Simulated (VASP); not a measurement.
Here is the system:

```yaml
crystal:
  lattice:
    - [0.00000, 2.36586, 2.36586]
    - [2.36586, 0.00000, 2.36586]
    - [2.36586, 2.36586, 0.00000]
  atoms:
    - { symbol: B, position: [0.00000, 0.00000, 0.00000] }
    - { symbol: As, position: [0.25000, 0.25000, 0.25000] }
```

All values below come from SCAN meta-GGA, VASP's PBE PAW potentials (set 64) (plane waves; VASP 6.6.1). Run with 520 eV cut-off, 10×10×10 Γ-centred mesh, Gaussian smearing of 0.050 eV, potentials B As.

### Question
Give the stress tensor in GPa (positive for a compressed cell).

### Answer

```
4.59  0.00  0.00
0.00  4.59  0.00
0.00  0.00  4.59
```
The pressure is its mean diagonal, 4.59 GPa.

The compound is BAs in the zinc blende structure. This cell is one point of a volume scan, at 0.97 of the reference volume.
